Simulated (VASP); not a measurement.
# Ga2Te2S with PBEsol + D3(BJ): from relaxation to properties, part 4 of 4

Aim: relax Ga2Te2S, then compute properties on the relaxed cell. The cell is invented: it takes the structure of a Materials Project entry for Ga2S3 (space group 44 there), with some of its atoms replaced by other elements, volume scaled by an estimate. It may not be a known or stable phase.

VASP 6.6.1, plane waves and PAW; the level of theory is named at each step.

So far, gap on the k-mesh (eV): step 2 (rough relaxation of the start cell) 0.974; step 3 (relaxing cell and atoms (PBEsol + D3(BJ))) 0.980; step 4 (single point with fields (PBEsol + D3(BJ))) 0.980; step 6 (density of states (PBEsol + D3(BJ))) 0.966.

## 7. Band structure (TB-mBJ)

This step: TB-mBJ; plane waves and PAW (Te, Ga_d, S); invented cell (VASP 6.6.1).

Levels along the symmetry lines show where the bands peak and cross; KPOINTS_OPT computes them in the converged potential. TB-mBJ is a local potential fitted to gaps: it costs far less than a hybrid but gives no energy.

INCAR reads:

```
SYSTEM = Ga2Te2S
PREC = Accurate
ENCUT = 400
EDIFF = 1E-06
NELM = 150
ISMEAR = 0
SIGMA = 0.05
LREAL = .FALSE.
ALGO = Normal
METAGGA = MBJ
LASPH = .TRUE.
NBANDS = 37
LORBIT = 11
LWAVE = .FALSE.
LCHARG = .FALSE.
KPAR = 2
```

POSCAR reads:

```
Ga2Te2S
1.0
   -2.0222808538      5.8842376542      2.7432354433
    2.0222808538     -5.8842376542      2.7432354433
    2.0222808538      5.8842376542     -2.7432354433
Te Ga S
2 2 1
Direct
    0.8615209183      0.2143043299      0.6472165882
    0.5670877417      0.2143043299      0.3527834118
    0.1731725036      0.0241980014      0.1489745023
    0.8752234991      0.0241980014      0.8510254977
    0.2729943474      0.2729943474      0.0000000000
```

KPOINTS reads:

```
Automatic mesh
0
Gamma
7 7 7
0 0 0
```

KPOINTS_OPT reads:

```
Line mode
16
Line-mode
Reciprocal
  0.00000000   0.00000000   0.00000000 GAMMA
  0.27952858  -0.27952858  -0.27952858 X

  0.27952858  -0.27952858  -0.27952858 X
  0.08386434  -0.47519282  -0.08386434 L

  0.08386434  -0.47519282  -0.08386434 L
  0.00000000  -0.50000000   0.00000000 T

  0.00000000  -0.50000000   0.00000000 T
 -0.25000000  -0.25000000  -0.25000000 W

 -0.25000000  -0.25000000  -0.25000000 W
  0.00000000   0.00000000  -0.50000000 R

  0.00000000   0.00000000  -0.50000000 R
 -0.27952858   0.27952858  -0.72047142 X1

 -0.27952858   0.27952858  -0.72047142 X1
 -0.50000000   0.50000000  -0.50000000 Z

 -0.50000000   0.50000000  -0.50000000 Z
  0.00000000   0.00000000   0.00000000 GAMMA

  0.00000000   0.00000000   0.00000000 GAMMA
 -0.30433576  -0.30433576   0.30433576 Y

 -0.30433576  -0.30433576   0.30433576 Y
 -0.50000000   0.00000000   0.00000000 S

 -0.50000000   0.00000000   0.00000000 S
 -0.25000000  -0.25000000  -0.25000000 W

 -0.08386434  -0.52480718   0.08386434 L1
 -0.30433576  -0.30433576   0.30433576 Y

 -0.69566424   0.30433576  -0.30433576 Y1
 -0.50000000   0.50000000  -0.50000000 Z
```

The projector-augmented-wave data sets are Te, Ga_d and S (PBE family, release 64).

Command:

```
> mpirun -np 2 vasp_std
```

What it wrote:

```text
[banner, memory and clock lines left out]
running    2 mpi-ranks, on    1 nodes
 distrk:  each k-point on    1 cores,    2 groups
 distr:  one band on    1 cores,    1 groups

 POSCAR found type information on POSCAR TeGaS
 POSCAR found :  3 types and       5 ions
 [... a notice as in an earlier step ...]

 LDA part: xc-table for (None), standard interpolation
 POSCAR, INCAR and KPOINTS ok, starting setup
 FFT: planning ... GRIDC
 FFT: planning ... GRID_SOFT
 FFT: planning ... GRID
 WAVECAR not read
 entering main loop
       N       E                     dE             d eps       ncg     rms          rms(c)
DAV:   1     0.121643444841E+04    0.12164E+04   -0.16151E+04  5157   0.125E+03
DAV:   2     0.929867083527E+03   -0.28657E+03   -0.26502E+03  5221   0.371E+02
DAV:   3     0.886443644933E+03   -0.43423E+02   -0.42688E+02  5744   0.108E+02
DAV:   4     0.884658877152E+03   -0.17848E+01   -0.17792E+01  5710   0.241E+01
DAV:   5     0.884608165249E+03   -0.50712E-01   -0.50693E-01  6003   0.381E+00    0.171E+01
DAV:   6     0.886755319973E+03    0.21472E+01   -0.10042E+01  6910   0.460E+01    0.891E+00
DAV:   7     0.887720754802E+03    0.96543E+00   -0.33655E+00  5488   0.121E+01    0.142E+01
DAV:   8     0.887755730941E+03    0.34976E-01   -0.50647E-01  5202   0.294E+00    0.144E+01
DAV:   9     0.887253037903E+03   -0.50269E+00   -0.17408E-01  5202   0.175E+00    0.147E+01
DAV:  10     0.890039889417E+03    0.27869E+01   -0.32677E+00  5974   0.948E+00    0.835E+00
DAV:  11     0.892452874559E+03    0.24130E+01   -0.26115E+00  5177   0.713E+00    0.106E+01
DAV:  12     0.893818474044E+03    0.13656E+01   -0.25519E+00  4736   0.108E+01    0.750E+00
DAV:  13     0.892354009679E+03   -0.14645E+01   -0.75011E+01  6480   0.537E+01    0.103E+02
DAV:  14     0.888321732740E+03   -0.40323E+01   -0.30088E+01  4847   0.277E+01    0.807E+01
DAV:  15     0.889308503575E+03    0.98677E+00   -0.63280E+01  4796   0.427E+01    0.798E+00
DAV:  16     0.890636416872E+03    0.13279E+01   -0.96402E+00  4909   0.155E+01    0.189E+01
DAV:  17     0.890815213537E+03    0.17880E+00   -0.22295E+00  4856   0.641E+00    0.916E+00
DAV:  18     0.890568397990E+03   -0.24682E+00   -0.33630E-01  5106   0.226E+00    0.108E+01
DAV:  19     0.890813417983E+03    0.24502E+00   -0.70164E-02  5032   0.101E+00    0.895E+00
DAV:  20     0.890441132940E+03   -0.37229E+00   -0.63083E-02  5636   0.132E+00    0.884E+00
DAV:  21     0.890282493241E+03   -0.15864E+00   -0.50436E-02  5147   0.925E-01    0.617E+00
DAV:  22     0.890101812983E+03   -0.18068E+00   -0.88291E-03  6857   0.533E-01    0.653E+00
DAV:  23     0.890002947464E+03   -0.98866E-01   -0.13787E-02  5221   0.493E-01    0.525E+00
DAV:  24     0.889792909359E+03   -0.21004E+00   -0.16954E-02  6507   0.566E-01    0.499E+00
DAV:  25     0.889688200417E+03   -0.10471E+00   -0.13650E-02  5548   0.492E-01    0.319E+00
DAV:  26     0.889498961000E+03   -0.18924E+00   -0.22499E-02  6468   0.765E-01    0.243E+00
DAV:  27     0.889377957421E+03   -0.12100E+00   -0.24994E-02  5606   0.631E-01    0.930E-01
DAV:  28     0.889234683671E+03   -0.14327E+00   -0.11160E-02  6586   0.478E-01    0.518E-01
DAV:  29     0.889199231025E+03   -0.35453E-01   -0.38642E-03  5789   0.273E-01    0.555E-01
DAV:  30     0.889180968633E+03   -0.18262E-01   -0.34112E-04  6685   0.911E-02    0.580E-01
[...]
DAV:  68     0.889178453867E+03    0.22692E-03   -0.36470E-06  4809   0.818E-03    0.417E-02
DAV:  69     0.889180657678E+03    0.22038E-02   -0.25269E-05  5122   0.181E-02    0.255E-02
DAV:  70     0.889182155126E+03    0.14974E-02   -0.92969E-06  5247   0.111E-02    0.297E-02
DAV:  71     0.889182242678E+03    0.87552E-04   -0.34939E-06  4619   0.885E-03    0.234E-02
DAV:  72     0.889181456272E+03   -0.78641E-03   -0.21717E-06  5019   0.516E-03    0.833E-03
DAV:  73     0.889180961977E+03   -0.49430E-03   -0.20139E-07  2803   0.238E-03    0.652E-03
DAV:  74     0.889181341732E+03    0.37975E-03   -0.10763E-07  2628   0.203E-03    0.636E-03
DAV:  75     0.889181310333E+03   -0.31399E-04   -0.14708E-07  2553   0.193E-03    0.519E-03
DAV:  76     0.889181365041E+03    0.54709E-04   -0.10460E-07  2553   0.121E-03    0.365E-03
DAV:  77     0.889181336931E+03   -0.28111E-04   -0.31939E-08  2543   0.951E-04    0.199E-03
DAV:  78     0.889181289630E+03   -0.47300E-04   -0.29104E-08  2548   0.705E-04    0.823E-04
DAV:  79     0.889181289046E+03   -0.58401E-06   -0.77461E-09  2523   0.460E-04
   1 F= 0.88918129E+03 E0= 0.88918129E+03  d E =-.678698E-19
 Start KPOINTS_OPT (optional k-point list driver)
k-point batch [1-64\208]
       N       E                     dE             ncg
DAV:   1     0.778419639784E+04   -0.58787E+05     5278
DAV:   2    -0.111621794945E+05   -0.18946E+05     5164
DAV:   3    -0.139129903183E+05   -0.27508E+04     5748
DAV:   4    -0.140198778846E+05   -0.10689E+03     5641
DAV:   5    -0.140227758792E+05   -0.28980E+01     6032
DAV:   6    -0.140229228185E+05   -0.14694E+00     6730
DAV:   7    -0.140229236739E+05   -0.85538E-03     6221
DAV:   8    -0.140229236926E+05   -0.18637E-04     5771
DAV:   9    -0.140229236933E+05   -0.75830E-06     3960
[...]
k-point batch [193-208\208]
       N       E                     dE             ncg
DAV:   1     0.431285776264E+05   -0.74828E+04     1334
DAV:   2     0.382849815278E+05   -0.48436E+04     1309
DAV:   3     0.375811428221E+05   -0.70384E+03     1404
DAV:   4     0.375531318421E+05   -0.28011E+02     1491
DAV:   5     0.375523771835E+05   -0.75466E+00     1424
DAV:   6     0.375523296032E+05   -0.47580E-01     1762
DAV:   7     0.375523293321E+05   -0.27105E-03     1459
DAV:   8     0.375523293266E+05   -0.55516E-05     1559
DAV:   9     0.375523293264E+05   -0.20400E-06      950
```

It took 34 min on 2 MPI ranks of Intel Xeon Platinum 8488C (Sapphire Rapids), shared host; peak memory 1.1 GiB.

From OUTCAR (step 7):

```text
   NELECT =      44.0000    total number of electrons

 E-fermi :   5.0247

 k-point     1 :       0.0000    0.0000    0.0000
  band No.  band energies     occupation
    ...
     18       2.9015      2.00000
     19       2.9224      2.00000
     20       4.4332      2.00000
     21       4.6188      2.00000
     22       4.7301      2.00000
     23       7.0556      0.00000
     24       7.9036      0.00000
     25       8.5245      0.00000
     26       9.4288      0.00000
     27       9.8164      0.00000
    ...

  Total     -153.5934460   -155.4118231   -154.7487195      0.0000000      0.0000000      0.0000000
  in kB    -1884.6404890  -1906.9525551  -1898.8160623      0.0000000      0.0000000      0.0000000
  external PRESSURE =   -1896.8030355 kB  Pullay stress =       0.0000000 kB

 POSITION                                       TOTAL-FORCE (eV/Angst)
 -----------------------------------------------------------------------------------
     -0.00000      7.61675      1.17577         0.000000     -0.388955     -0.122109
     -0.00000      4.15172      1.17577        -0.000000      0.388955     -0.122109
      0.00000      1.75320      0.13276         0.000000     -0.397301      0.339295
      0.00000     10.01527      0.13276        -0.000000      0.397301      0.339295
      0.00000      0.00000      1.49778        -0.000000     -0.000000     -0.434372
 -----------------------------------------------------------------------------------
    total drift:                                0.000245     -0.002887     -0.765752

  FREE ENERGIE OF THE ION-ELECTRON SYSTEM (eV)
  ---------------------------------------------------
  free  energy   TOTEN  =       889.1812890464 eV

  energy  without entropy=      889.1812890464  energy(sigma->0) =      889.18128905

[... 8 parts as in an earlier step ...]

[... 9 further parts left out ...]
```

This functional is a potential without an energy, so its energies, forces and stress mean nothing and are not read.

This step gave:

| Property | Result |
| --- | --- |
| SCF cycles | 79 |
| irreducible k-points | 64 |
| Fermi energy | 5.025 eV |
| least gap on mesh and path | 1.658 eV |
| least direct gap on mesh and path | 2.043 eV |
| conduction bottom at k | -0.5, 0.5, -0.5 |
| least direct gap at k | -0.5, 0.5, -0.5 |

Electronic bands along the path, in eV, zero at the valence-band top; v1 is the highest filled band, c1 the lowest empty one:

```
          point     v4     v3     v2     v1    c1    c2    c3    c4
              Γ  -1.81  -0.30  -0.11   0.00  2.33  3.17  3.79  4.70
0.53 of the way  -2.86  -1.69  -1.40  -0.17  2.93  3.76  4.29  4.33
              X  -2.31  -2.30  -1.56  -0.78  2.12  2.46  3.24  3.50
0.47 of the way  -2.40  -2.23  -1.34  -0.88  2.49  2.57  3.54  4.08
              L  -2.25  -1.96  -0.91  -0.77  2.29  3.69  4.17  5.13
0.47 of the way  -2.27  -1.90  -0.87  -0.55  2.11  3.82  4.22  5.41
              T  -2.28  -1.87  -0.86  -0.45  2.01  3.88  4.24  5.58
0.53 of the way  -2.61  -1.67  -1.21  -0.48  2.45  3.68  4.40  5.32
              W  -2.62  -1.80  -1.34  -0.50  2.97  3.34  4.66  4.95
0.53 of the way  -2.50  -2.44  -1.09  -1.07  2.66  3.10  3.66  4.40
              R  -2.57  -2.36  -1.62  -1.02  2.04  2.79  3.52  4.47
0.53 of the way  -2.45  -2.35  -1.61  -0.87  2.07  2.88  3.05  3.96
             X1  -2.31  -2.30  -1.56  -0.78  2.12  2.46  3.24  3.50
0.53 of the way  -2.06  -1.82  -1.16  -0.89  1.97  2.78  3.82  4.29
              Z  -1.74  -1.68  -0.58  -0.38  1.66  2.69  3.33  4.76
0.53 of the way  -1.18  -1.15  -0.66  -0.16  2.60  3.09  3.53  4.73
              Γ  -1.81  -0.30  -0.11   0.00  2.33  3.17  3.79  4.70
0.47 of the way  -1.60  -1.52  -0.68  -0.37  2.88  3.13  3.78  4.93
              Y  -1.13  -0.98  -0.83  -0.51  1.94  2.37  3.40  4.74
0.47 of the way  -1.27  -1.13  -0.90  -0.58  2.11  2.59  3.74  4.81
              S  -1.34  -1.28  -0.92  -0.70  2.16  2.90  4.29  4.82
0.47 of the way  -2.01  -1.48  -1.36  -0.30  3.26  3.31  4.62  4.87
              W  -2.62  -1.80  -1.34  -0.50  2.97  3.34  4.66  4.95
     jump to L1  -2.25  -1.96  -0.91  -0.77  2.29  3.69  4.17  5.13
0.47 of the way  -2.01  -1.95  -0.88  -0.78  2.54  3.64  4.44  4.90
              Y  -1.13  -0.98  -0.83  -0.51  1.94  2.37  3.40  4.74
```

Of the projections kept (Te, Ga, S), the largest for each band there; the rest of the weight can lie on other orbitals:

```
point       v4       v3       v2       v1       c1       c2       c3       c4
    Γ   S 0.48  Te 0.49  Te 0.50  Te 0.69  Ga 0.45  Ga 0.52  Ga 0.58  Ga 0.64
    X  Te 0.63  Te 0.65   S 0.57  Te 0.81  Ga 0.56  Ga 0.54  Ga 0.43  Ga 0.52
    L  Te 0.74   S 0.61  Te 0.68   S 0.50  Ga 0.45  Te 0.44  Te 0.42  Ga 0.55
    T  Te 0.74   S 0.65  Te 0.66   S 0.50  Ga 0.48  Te 0.46  Te 0.43  Ga 0.53
    W  Te 0.57  Te 0.58  Te 0.47   S 0.50  Te 0.51  Ga 0.43  Te 0.48  Te 0.50
    R  Te 0.57  Te 0.70   S 0.54  Te 0.82  Ga 0.53  Ga 0.49  Ga 0.45  Te 0.41
```

The gap moves by +0.69 eV against PBEsol with D3(BJ).

## 8. Bands along the symmetry lines (PBEsol + D3(BJ) + SOC)

This step: PBEsol with D3(BJ), spin-orbit coupling; plane waves and PAW (Te, Ga_d, S); invented cell (VASP 6.6.1).

Levels along the symmetry lines show where the bands peak and cross; KPOINTS_OPT computes them in the converged potential. Spin-orbit coupling needs spinors and the noncollinear program, where each band holds one electron.

INCAR reads:

```
SYSTEM = Ga2Te2S
PREC = Accurate
ENCUT = 400
EDIFF = 1E-06
NELM = 100
ISMEAR = 0
SIGMA = 0.05
LREAL = .FALSE.
ALGO = Normal
GGA = PS
IVDW = 12
LNONCOLLINEAR = .TRUE.
MAGMOM = 0 0 0 0 0 0 0 0 0 0 0 0 0 0 0
NBANDS = 56
GGA_COMPAT = .FALSE.
LASPH = .TRUE.
LSORBIT = .TRUE.
LORBIT = 11
LWAVE = .FALSE.
LCHARG = .FALSE.
KPAR = 2
```

POSCAR is that of step 7.

KPOINTS reads:

```
Automatic mesh
0
Gamma
6 6 6
0 0 0
```

KPOINTS_OPT is that of step 7.

Command:

```
> mpirun -np 2 vasp_ncl
```

What it wrote:

```text
[... set-up lines as in an earlier step ...]
 entering main loop
       N       E                     dE             d eps       ncg     rms          rms(c)
DAV:   1     0.372650556422E+03    0.37265E+03   -0.16246E+04  9088   0.168E+03
```

It took 2.6 min on 2 MPI ranks.

The run was cut off at its time limit.

More ranks or a longer limit would be the way on.

## 9. What came out

```json
{
  "relaxed volume": "26.11 Å³/atom",
  "relaxed conventional cell a, b, c": "4.045, 11.768, 5.486 Å",
  "space group after relaxing, within 0.02 Å": "Imm2 (No. 44)",
  "band gap": "0.966 eV, indirect (least direct gap of that run 1.23 eV)",
  "gap among the points of the DOS mesh alone, an upper bound": "0.966 eV",
  "band gap (TB-mBJ)": "1.66 eV, indirect (least direct gap of that run 2.04 eV)"
}
```

What this shows: With PBEsol + D3(BJ), Ga2Te2S relaxes to 26.11 Å³/atom in space group Imm2 (held by the symmetry of the run) and has an indirect gap of 0.966 eV. Not obtained: bands along the symmetry lines (PBEsol + D3(BJ) + SOC), because the run hit its time limit. Band structure (PBEsol + D3(BJ)): The path shows an indirect gap of 0.97 eV (valence top at Γ, conduction bottom at Z). The least direct gap is 1.23 eV. Band structure (TB-mBJ): On this path the gap is indirect, 1.66 eV, with the valence top at Γ and the conduction bottom at Z. The least direct gap is 2.04 eV. The other levels ran on the cell relaxed with PBEsol + D3(BJ), and without spin-orbit coupling unless named. LASPH was switched on together with spin-orbit coupling, so shifts put down to the coupling hold both changes. Spin-orbit coupling is left out, and with elements this heavy it would split and shift bands near the edges, and it can change the kind of a small gap. No search among competing phases was made. All values are for a static lattice at zero temperature.

[Lines on the potential files, build, host, timing and source positions are cut from VASP's logs without a mark.]

[Logs are printed without paths, hosts, clocks, repeated set-up lines and the standing remarks that a program may print on its own settings, such as how far it seeks lower states.]

[Hosts, paths, dates, database ids (printed as entryN), source tags and the programs' standing remarks are cut or masked in the printed files.]

[A measured line is paired with the nearest computed mode of its activity, which favours agreement.]
